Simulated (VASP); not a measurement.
Level of theory: PBEsol GGA, VASP's PBE PAW potentials (set 64) (plane waves; VASP 6.6.1).

The input files of a VASP run:

### POSCAR
```
Pt
1
    0.0000000000     1.9576129238     1.9576129238
    1.9576129238     0.0000000000     1.9576129238
    1.9576129238     1.9576129238     0.0000000000
Pt
1
Direct
  0.0000000000   0.0000000000   0.0000000000
```

**INCAR**
```
SYSTEM = Pt
PREC = Accurate; ENCUT = 530; LREAL = .FALSE.
LASPH = .TRUE.
EDIFF = 1E-7; NELM = 100; ALGO = Normal
LMAXMIX = 6
ISMEAR = 1; SIGMA = 0.1
GGA = PS
IBRION = 6; NSW = 1; ISIF = 3
POTIM = 0.015; NFREE = 2
LWAVE = .FALSE.; LCHARG = .FALSE.
```

KPOINTS:
```
Automatic mesh
0
gamma
 14 14 14
0 0 0
```

POTCAR, in this order: Pt (PBE.64 set). Program: vasp_std.

The run wrote:

### OSZICAR
```
...
DAV:   6    -0.696733337461E+01   -0.31508E-04   -0.21570E-06  4737   0.124E-02    0.396E-03
DAV:   7    -0.696733800115E+01   -0.46265E-05   -0.10203E-07  2580   0.276E-03    0.102E-03
DAV:   8    -0.696733895578E+01   -0.95464E-06   -0.11938E-08  2329   0.108E-03    0.781E-05
DAV:   9    -0.696733893881E+01    0.16978E-07   -0.83403E-10  2263   0.274E-04
   6 F= -.69673389E+01 E0= -.69674640E+01  d E =0.375214E-03
       N       E                     dE             d eps       ncg     rms          rms(c)
DAV:   1    -0.706225305272E+01   -0.94914E-01   -0.27508E+00  4505   0.168E+01    0.226E+00
DAV:   2    -0.697657387617E+01    0.85679E-01   -0.22072E-01  4518   0.422E+00    0.819E-01
DAV:   3    -0.696744349235E+01    0.91304E-02   -0.30160E-02  4762   0.144E+00    0.373E-01
DAV:   4    -0.696711508900E+01    0.32840E-03   -0.20414E-03  4974   0.368E-01    0.621E-02
DAV:   5    -0.696713062367E+01   -0.15535E-04   -0.32433E-05  5508   0.560E-02    0.259E-02
DAV:   6    -0.696713564431E+01   -0.50206E-05   -0.38756E-06  5015   0.153E-02    0.374E-03
DAV:   7    -0.696713561665E+01    0.27666E-07   -0.44142E-08  4111   0.224E-03
   7 F= -.69671356E+01 E0= -.69672320E+01  d E =0.289035E-03
       N       E                     dE             d eps       ncg     rms          rms(c)
DAV:   1    -0.700144746594E+01   -0.34312E-01   -0.12924E+00 13905   0.110E+01    0.114E+00
DAV:   2    -0.697403586771E+01    0.27412E-01   -0.65809E-02 14346   0.232E+00    0.496E-01
DAV:   3    -0.697052750942E+01    0.35084E-02   -0.10364E-02 15229   0.836E-01    0.235E-01
DAV:   4    -0.697033899731E+01    0.18851E-03   -0.70274E-04 15863   0.224E-01    0.449E-02
DAV:   5    -0.697034141117E+01   -0.24139E-05   -0.20434E-05 17086   0.372E-02    0.943E-03
DAV:   6    -0.697034130421E+01    0.10696E-06   -0.11124E-06 14752   0.991E-03    0.310E-03
DAV:   7    -0.697034129480E+01    0.94078E-08   -0.50554E-08  7337   0.204E-03
   8 F= -.69703413E+01 E0= -.69704543E+01  d E =0.339077E-03
       N       E                     dE             d eps       ncg     rms          rms(c)
DAV:   1    -0.699581036062E+01   -0.25469E-01   -0.88289E-01 13861   0.789E+00    0.825E-01
DAV:   2    -0.697562067213E+01    0.20190E-01   -0.22230E-02 14483   0.121E+00    0.360E-01
DAV:   3    -0.697047497653E+01    0.51457E-02   -0.12257E-02 15194   0.810E-01    0.159E-01
DAV:   4    -0.697034154226E+01    0.13343E-03   -0.32800E-04 15965   0.181E-01    0.191E-02
DAV:   5    -0.697034119141E+01    0.35085E-06   -0.55358E-06 15495   0.187E-02    0.984E-03
DAV:   6    -0.697034130220E+01   -0.11079E-06   -0.21945E-07 13583   0.396E-03    0.119E-03
DAV:   7    -0.697034129764E+01    0.45592E-08   -0.75767E-09  7123   0.850E-04
   9 F= -.69703413E+01 E0= -.69704543E+01  d E =0.339087E-03
       N       E                     dE             d eps       ncg     rms          rms(c)
DAV:   1    -0.693877451706E+01    0.31567E-01   -0.82070E-01 13935   0.757E+00    0.506E-01
DAV:   2    -0.694591249064E+01   -0.71380E-02   -0.90611E-03 14677   0.805E-01    0.248E-01
DAV:   3    -0.696162744694E+01   -0.15715E-01   -0.68004E-03 15073   0.605E-01    0.106E-01
DAV:   4    -0.696913992443E+01   -0.75125E-02   -0.68464E-04 15798   0.210E-01    0.279E-02
DAV:   5    -0.697012190346E+01   -0.98198E-03   -0.16290E-05 17293   0.359E-02    0.146E-02
DAV:   6    -0.697034092686E+01   -0.21902E-03   -0.98169E-07 15173   0.870E-03    0.107E-03
DAV:   7    -0.697034297798E+01   -0.20511E-05   -0.25148E-08  7330   0.164E-03    0.359E-04
DAV:   8    -0.697034214070E+01    0.83728E-06   -0.11530E-09  6973   0.347E-04    0.172E-04
DAV:   9    -0.697034136870E+01    0.77200E-06   -0.17256E-10  6864   0.128E-04    0.262E-05
DAV:  10    -0.697034135458E+01    0.14125E-07   -0.45591E-11  6844   0.636E-05
  10 F= -.69703414E+01 E0= -.69704544E+01  d E =0.339093E-03
       N       E                     dE             d eps       ncg     rms          rms(c)
DAV:   1    -0.699580664854E+01   -0.25465E-01   -0.90968E-01 13902   0.800E+00    0.824E-01
DAV:   2    -0.697561969889E+01    0.20187E-01   -0.22246E-02 14333   0.121E+00    0.361E-01
DAV:   3    -0.697047475930E+01    0.51449E-02   -0.12249E-02 15214   0.810E-01    0.159E-01
DAV:   4    -0.697034146522E+01    0.13329E-03   -0.33123E-04 16146   0.182E-01    0.185E-02
DAV:   5    -0.697034120508E+01    0.26014E-06   -0.58175E-06 15516   0.191E-02    0.957E-03
DAV:   6    -0.697034130559E+01   -0.10051E-06   -0.23674E-07 13959   0.421E-03    0.122E-03
DAV:   7    -0.697034130033E+01    0.52536E-08   -0.76436E-09  7148   0.853E-04
  11 F= -.69703413E+01 E0= -.69704543E+01  d E =0.339090E-03
       N       E                     dE             d eps       ncg     rms          rms(c)
DAV:   1    -0.698519686568E+01   -0.14856E-01   -0.76916E-01 14048   0.727E+00    0.521E-01
DAV:   2    -0.697565160950E+01    0.95453E-02   -0.87041E-03 14685   0.813E-01    0.250E-01
DAV:   3    -0.697107454458E+01    0.45771E-02   -0.63918E-03 15096   0.612E-01    0.113E-01
DAV:   4    -0.697037727632E+01    0.69727E-03   -0.81162E-04 15719   0.223E-01    0.231E-02
DAV:   5    -0.697034521045E+01    0.32066E-04   -0.13993E-05 16941   0.355E-02    0.138E-02
DAV:   6    -0.697033932657E+01    0.58839E-05   -0.10889E-06 15264   0.841E-03    0.629E-04
DAV:   7    -0.697034041709E+01   -0.10905E-05   -0.18723E-08  7379   0.141E-03    0.326E-04
DAV:   8    -0.697034090852E+01   -0.49143E-06   -0.81713E-10  7035   0.304E-04    0.985E-05
DAV:   9    -0.697034123251E+01   -0.32399E-06   -0.15010E-10  6917   0.111E-04    0.914E-06
DAV:  10    -0.697034126090E+01   -0.28391E-07   -0.17648E-11  6839   0.380E-05
  12 F= -.69703413E+01 E0= -.69704543E+01  d E =0.339093E-03
       N       E                     dE             d eps       ncg     rms          rms(c)
DAV:   1    -0.699580265718E+01   -0.25461E-01   -0.89911E-01 14119   0.794E+00    0.825E-01
DAV:   2    -0.697561848462E+01    0.20184E-01   -0.22329E-02 14478   0.121E+00    0.361E-01
DAV:   3    -0.697047483490E+01    0.51436E-02   -0.12276E-02 15204   0.810E-01    0.159E-01
DAV:   4    -0.697034151435E+01    0.13332E-03   -0.33104E-04 16095   0.182E-01    0.186E-02
DAV:   5    -0.697034120775E+01    0.30660E-06   -0.56751E-06 15530   0.189E-02    0.972E-03
DAV:   6    -0.697034130421E+01   -0.96460E-07   -0.22582E-07 13834   0.409E-03
  13 F= -.69703413E+01 E0= -.69704543E+01  d E =0.339130E-03
       N       E                     dE             d eps       ncg     rms          rms(c)
DAV:   1    -0.694260532279E+01    0.27736E-01   -0.15840E+00  1898   0.972E+00    0.278E-01
DAV:   2    -0.695215589057E+01   -0.95506E-02   -0.15260E-02  2129   0.131E+00    0.175E-01
DAV:   3    -0.697105472652E+01   -0.18899E-01   -0.81948E-03  2126   0.598E-01    0.273E-02
DAV:   4    -0.697118392633E+01   -0.12920E-03   -0.10977E-04  2244   0.106E-01    0.109E-02
DAV:   5    -0.697123094804E+01   -0.47022E-04   -0.62270E-07  2227   0.779E-03    0.853E-04
DAV:   6    -0.697123238666E+01   -0.14386E-05   -0.61403E-09  1284   0.804E-04    0.357E-04
DAV:   7    -0.697123243947E+01   -0.52812E-07   -0.42630E-10  1007   0.198E-04
  14 F= -.69712324E+01 E0= -.69713649E+01  d E =0.397279E-03
       N       E                     dE             d eps       ncg     rms          rms(c)
DAV:   1    -0.696876812618E+01    0.24643E-02   -0.46543E+00  1872   0.155E+01    0.138E-01
DAV:   2    -0.697177118629E+01   -0.30031E-02   -0.34245E-02  1998   0.205E+00    0.860E-02
DAV:   3    -0.697123261343E+01    0.53857E-03   -0.18865E-03  1977   0.338E-01    0.482E-03
DAV:   4    -0.697123269155E+01   -0.78117E-07   -0.15511E-05  2160   0.402E-02    0.260E-03
DAV:   5    -0.697123251621E+01    0.17534E-06   -0.29869E-07  2014   0.469E-03    0.907E-04
DAV:   6    -0.697123244874E+01    0.67466E-07   -0.19621E-08  1052   0.117E-03
  15 F= -.69712324E+01 E0= -.69713649E+01  d E =0.397283E-03
```

### OUTCAR
```
------------------------ aborting loop because EDIFF is reached ----------------------------------------
  FORCE on cell =-STRESS in cart. coord.  units (eV):
  Direction    XX          YY          ZZ          XY          YZ          ZX
  --------------------------------------------------------------------------------------
  Total       -0.0009872     -0.0009872     -0.0009872      0.0000000     -0.0000000      0.0000000
  in kB       -0.1054186     -0.1054186     -0.1054186      0.0000000     -0.0000000      0.0000000
  external PRESSURE =      -0.1054186 kB  Pullay stress =       0.0000000 kB
  volume of cell :       15.00
      direct lattice vectors                 reciprocal lattice vectors
     0.000000000  1.957612924  1.957612924    -0.255413107  0.255413107  0.255413107
     1.957612924  0.000000000  1.957612924     0.255413107 -0.255413107  0.255413107
     1.957612924  1.957612924  0.000000000     0.255413107  0.255413107 -0.255413107
 POSITION                                       TOTAL-FORCE (eV/Angst)
 -----------------------------------------------------------------------------------
     -0.01500      0.00000      0.00000         0.000000     -0.000000     -0.000000
 -----------------------------------------------------------------------------------
    total drift:                                0.000012     -0.000000     -0.000000
  FREE ENERGIE OF THE ION-ELECTRON SYSTEM (eV)
  ---------------------------------------------------
  free  energy   TOTEN  =        -6.9712324487 eV

  energy  without entropy=       -6.9716297318  energy(sigma->0) =       -6.97136488

   1 f  =    0.000000 THz     0.000000 2PiTHz    0.000000 cm-1     0.000000 meV
             X         Y         Z           dx          dy          dz
      0.000000  0.000000  0.000000    -0.636992   -0.770871    0.000000

   2 f  =    0.000000 THz     0.000000 2PiTHz    0.000000 cm-1     0.000000 meV
             X         Y         Z           dx          dy          dz
      0.000000  0.000000  0.000000     0.000000    0.000000    1.000000

   3 f  =    0.000000 THz     0.000000 2PiTHz    0.000000 cm-1     0.000000 meV
             X         Y         Z           dx          dy          dz
      0.000000  0.000000  0.000000    -0.770871    0.636992    0.000000

 ELASTIC MODULI CONTR FROM IONIC RELAXATION (kBar)
 Direction    XX          YY          ZZ          XY          YZ          ZX
 --------------------------------------------------------------------------------
 XX           0.0000      0.0000      0.0000      0.0000      0.0000      0.0000
 YY           0.0000      0.0000      0.0000      0.0000      0.0000      0.0000
 ZZ           0.0000      0.0000      0.0000      0.0000      0.0000      0.0000
 XY           0.0000      0.0000      0.0000      0.0000      0.0000      0.0000
 YZ           0.0000      0.0000      0.0000      0.0000      0.0000      0.0000
 ZX           0.0000      0.0000      0.0000      0.0000      0.0000      0.0000
 --------------------------------------------------------------------------------

 TOTAL ELASTIC MODULI (kBar)
 Direction    XX          YY          ZZ          XY          YZ          ZX
 --------------------------------------------------------------------------------
 XX        3779.2703   2479.9877   2479.9877     -0.0000     -0.0000      0.0000
 YY        2479.9877   3779.2703   2479.9877      0.0000     -0.0000     -0.0000
 ZZ        2479.9877   2479.9877   3779.2703     -0.0000      0.0000      0.0000
 XY          -0.0000      0.0000     -0.0000    852.3288      0.0000     -0.0000
 YZ          -0.0000     -0.0000      0.0000      0.0000    852.3288      0.0000
 ZX           0.0000     -0.0000      0.0000     -0.0000      0.0000    852.3288
 --------------------------------------------------------------------------------
```
(Selected blocks of OUTCAR.)

Finite-difference elastic constants of metals are sensitive to mesh and smearing; shear constants can be off by tens of GPa.

The compound is Pt in the fcc structure. It was relaxed first.
